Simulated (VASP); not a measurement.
Method: PBEsol GGA, VASP's PBE PAW potentials (set 64) (plane waves; VASP).

VASP input:

INCAR:
```
SYSTEM = CeO2
PREC = Accurate; ENCUT = 620; LREAL = .FALSE.
LASPH = .TRUE.
EDIFF = 1E-6; NELM = 100; ALGO = Normal
LMAXMIX = 6
ISMEAR = 0; SIGMA = 0.05
GGA = PS
IBRION = 2; NSW = 40; ISIF = 3
EDIFFG = -0.02; PSTRESS = 450
LWAVE = .FALSE.; LCHARG = .FALSE.
```

### KPOINTS
```
Automatic mesh
0
Gamma
7 7 7
0 0 0
```

POSCAR:
```
CeO2
1
    0.0000000000     2.5930416682     2.5930416682
    2.5930416682     0.0000000000     2.5930416682
    2.5930416682     2.5930416682     0.0000000000
Ce O
1 2
Direct
  0.0000000000   0.0000000000   0.0000000000
  0.2500000000   0.2500000000   0.2500000000
  0.7500000000   0.7500000000   0.7500000000
```

POTCAR, in this order: Ce O (PBE.64 set). Program: vasp_std.

What VASP printed:

File OSZICAR:
```
       N       E                     dE             d eps       ncg     rms          rms(c)
DAV:   1     0.236002035698E+03    0.23600E+03   -0.13072E+04   648   0.232E+03
DAV:   2     0.891797630534E+01   -0.22708E+03   -0.21695E+03   888   0.334E+02
DAV:   3    -0.305645921735E+02   -0.39483E+02   -0.32896E+02   840   0.153E+02
DAV:   4    -0.321207163907E+02   -0.15561E+01   -0.15559E+01  1024   0.331E+01
DAV:   5    -0.321823506639E+02   -0.61634E-01   -0.61631E-01  1056   0.613E+00    0.461E+01
DAV:   6    -0.285480802343E+02    0.36343E+01   -0.64041E+01   944   0.604E+01    0.162E+01
DAV:   7    -0.283112594446E+02    0.23682E+00   -0.65681E+01   944   0.927E+01    0.279E+01
DAV:   8    -0.272100476107E+02    0.11012E+01   -0.41227E+00   952   0.228E+01    0.484E+00
DAV:   9    -0.271659845755E+02    0.44063E-01   -0.12533E+00  1152   0.101E+01    0.128E+00
DAV:  10    -0.271664743122E+02   -0.48974E-03   -0.40422E-02   728   0.171E+00    0.101E+00
DAV:  11    -0.271662620479E+02    0.21226E-03   -0.18941E-02  1192   0.103E+00    0.383E-01
DAV:  12    -0.271661150251E+02    0.14702E-03   -0.16215E-03   824   0.433E-01    0.917E-02
DAV:  13    -0.271661465173E+02   -0.31492E-04   -0.94191E-04   968   0.267E-01    0.635E-02
DAV:  14    -0.271661077516E+02    0.38766E-04   -0.38539E-04   920   0.158E-01    0.132E-02
DAV:  15    -0.271661088211E+02   -0.10695E-05   -0.95698E-06   976   0.292E-02    0.617E-03
DAV:  16    -0.271661084669E+02    0.35424E-06   -0.88353E-07   464   0.841E-03
   1 F= -.17372101E+02 E0= -.17372101E+02  d E =-.173721E+02
       N       E                     dE             d eps       ncg     rms          rms(c)
DAV:   1    -0.288773970738E+02   -0.17113E+01   -0.11944E+02   744   0.126E+02    0.532E+01
DAV:   2    -0.257476643527E+02    0.31297E+01   -0.10997E+01   984   0.372E+01    0.153E+01
DAV:   3    -0.251788850691E+02    0.56878E+00   -0.26967E+00   824   0.150E+01    0.132E+00
DAV:   4    -0.251826342913E+02   -0.37492E-02   -0.30166E-01  1104   0.295E+00    0.755E-01
DAV:   5    -0.251883245028E+02   -0.56902E-02   -0.11219E-02  1080   0.909E-01    0.846E-01
DAV:   6    -0.252016843787E+02   -0.13360E-01   -0.49168E-02  1128   0.107E+00    0.575E-01
DAV:   7    -0.252007980428E+02    0.88634E-03   -0.32237E-03   864   0.650E-01    0.279E-01
DAV:   8    -0.252004611005E+02    0.33694E-03   -0.28657E-03   792   0.692E-01    0.640E-02
DAV:   9    -0.252005059571E+02   -0.44857E-04   -0.12216E-04  1160   0.745E-02    0.425E-02
DAV:  10    -0.252005039531E+02    0.20040E-05   -0.74770E-06   720   0.276E-02    0.218E-02
DAV:  11    -0.252005033411E+02    0.61199E-06   -0.21868E-06   608   0.129E-02
   2 F= -.16866833E+02 E0= -.16866833E+02  d E =0.505269E+00
       N       E                     dE             d eps       ncg     rms          rms(c)
DAV:   1    -0.290258472838E+02   -0.38253E+01   -0.62904E+01   648   0.834E+01    0.417E+01
DAV:   2    -0.280650568315E+02    0.96079E+00   -0.32868E+01   936   0.728E+01    0.759E+00
DAV:   3    -0.270174996236E+02    0.10476E+01   -0.12068E+01   936   0.316E+01    0.107E+01
DAV:   4    -0.268477289155E+02    0.16977E+00   -0.17007E+00   976   0.147E+01    0.151E+00
DAV:   5    -0.268373300972E+02    0.10399E-01   -0.91332E-02   976   0.281E+00    0.223E+00
DAV:   6    -0.268405938422E+02   -0.32637E-02   -0.26847E-02  1224   0.125E+00    0.391E-01
DAV:   7    -0.268429414520E+02   -0.23476E-02   -0.31088E-02   920   0.153E+00    0.761E-01
DAV:   8    -0.268392454095E+02    0.36960E-02   -0.26212E-02   984   0.176E+00    0.768E-02
DAV:   9    -0.268392562329E+02   -0.10823E-04   -0.57708E-04   752   0.246E-01    0.630E-02
DAV:  10    -0.268392662452E+02   -0.10012E-04   -0.91516E-05  1232   0.647E-02    0.318E-02
DAV:  11    -0.268392743811E+02   -0.81358E-05   -0.85357E-05   968   0.914E-02    0.346E-02
DAV:  12    -0.268392694535E+02    0.49276E-05   -0.69889E-05  1072   0.777E-02    0.111E-02
DAV:  13    -0.268392698414E+02   -0.38792E-06   -0.13738E-06   424   0.124E-02
   3 F= -.17443852E+02 E0= -.17443852E+02  d E =-.717507E-01
       N       E                     dE             d eps       ncg     rms          rms(c)
DAV:   1    -0.268228693211E+02    0.16400E-01   -0.14928E-02   664   0.134E+00    0.552E-01
DAV:   2    -0.268224843945E+02    0.38493E-03   -0.30106E-03   952   0.635E-01    0.859E-02
DAV:   3    -0.268224370997E+02    0.47295E-04   -0.17193E-03   936   0.375E-01    0.142E-01
DAV:   4    -0.268223751333E+02    0.61966E-04   -0.47783E-04   976   0.226E-01    0.137E-02
DAV:   5    -0.268223762571E+02   -0.11238E-05   -0.26199E-05  1024   0.285E-02    0.162E-02
DAV:   6    -0.268223770628E+02   -0.80566E-06   -0.80298E-07   416   0.569E-03
   4 F= -.17444009E+02 E0= -.17444009E+02  d E =-.719074E-01
```

File OUTCAR:
```
------------------------ aborting loop because EDIFF is reached ----------------------------------------
  FORCE on cell =-STRESS in cart. coord.  units (eV):
  Direction    XX          YY          ZZ          XY          YZ          ZX
  --------------------------------------------------------------------------------------
  Total        9.3633990      9.3633990      9.3633990      0.0000000     -0.0000000      0.0000000
  in kB      449.2817316    449.2817316    449.2817316      0.0000000     -0.0000000      0.0000000
  external PRESSURE =      -0.7182684 kB  Pullay stress =     450.0000000 kB
  volume of cell :       33.39
      direct lattice vectors                 reciprocal lattice vectors
    -0.000000000  2.555828952  2.555828952    -0.195631245  0.195631245  0.195631245
     2.555828952 -0.000000000  2.555828952     0.195631245 -0.195631245  0.195631245
     2.555828952  2.555828952  0.000000000     0.195631245  0.195631245 -0.195631245
 POSITION                                       TOTAL-FORCE (eV/Angst)
 -----------------------------------------------------------------------------------
     -0.00000      2.55583      2.55583        -0.000000     -0.000000      0.000000
      1.27791      1.27791      1.27791         0.000000     -0.000000     -0.000000
      3.83374      3.83374      3.83374         0.000000      0.000000      0.000000
 -----------------------------------------------------------------------------------
    total drift:                                0.000000      0.000000      0.000000
  FREE ENERGIE OF THE ION-ELECTRON SYSTEM (eV)
  ---------------------------------------------------
  free  energy   TOTEN  =       -26.8223770628 eV

  energy  without entropy=      -26.8223770628  energy(sigma->0) =      -26.82237706
  enthalpy is  TOTEN    =       -17.4440087802 eV   P V=        9.3783682826

 reached required accuracy - stopping structural energy minimisation
```
(Selected blocks of OUTCAR.)

### CONTCAR
```
CeO2
   1.00000000000000
    -0.0000000000000000    2.5558289516604069    2.5558289516604069
     2.5558289516604069   -0.0000000000000000    2.5558289516604069
     2.5558289516604069    2.5558289516604069    0.0000000000000000
  Ce              O
     1     2
Direct
     1.0000000000000000    0.0000000000000000    0.0000000000000000
     0.2500000000000000    0.2500000000000000    0.2500000000000000
     0.7500000000000000    0.7500000000000000    0.7500000000000000
```

### OUTCAR
```
 val. band max:        7.2526943928   @ k =  -0.2857   0.2857   0.0000

 cond. band min:       9.6932151474   @ k =  -0.4286   0.1429   0.0000


 Fermi energy:         7.4988109662

 k-point     1 :       0.0000    0.0000    0.0000
  band No.  band energies     occupation
      1     -25.1099      2.00000
      2      -9.3824      2.00000
      3      -8.6094      2.00000
      4      -6.9334      2.00000
      5      -6.9334      2.00000
      6      -6.9334      2.00000
      7       2.1006      2.00000
      8       2.1006      2.00000
      9       2.1006      2.00000
     10       6.1998      2.00000
     11       6.1998      2.00000
     12       6.1998      2.00000
     13      10.1953      0.00000
     14      10.1953      0.00000
     15      10.1953      0.00000
     16      10.6389      0.00000

 k-point     2 :       0.1429    0.0000    0.0000
  band No.  band energies     occupation
      1     -25.0253      2.00000
      2     -10.2763      2.00000
      3      -8.8299      2.00000
      4      -7.0286      2.00000
      5      -7.0286      2.00000
      6      -6.1166      2.00000
      7       2.3463      2.00000
      8       2.3463      2.00000
      9       2.8409      2.00000
     10       6.0260      2.00000
     11       6.1266      2.00000
     12       6.1266      2.00000
     13      10.1525      0.00000
     14      10.1525      0.00000
     15      10.1982      0.00000
     16      10.6601      0.00000

 k-point     3 :       0.2857    0.0000    0.0000
  band No.  band energies     occupation
      1     -24.8253      2.00000
      2     -11.5942      2.00000
      3      -9.2779      2.00000
      4      -7.2284      2.00000
      5      -7.2284      2.00000
      6      -4.8913      2.00000
      7       2.8289      2.00000
      8       2.8289      2.00000
      9       4.3819      2.00000
     10       5.8496      2.00000
     11       6.0858      2.00000
     12       6.0858      2.00000
     13      10.0549      0.00000
...
```

Energy and stress use the plane-wave basis of the starting cell.

The compound is CeO2 in the fluorite structure. This run relaxes it under an external pressure of 45 GPa. Symmetry was kept, so distortions that lower it aren't found. The run is not spin-polarised, so no magnetic state was tried.
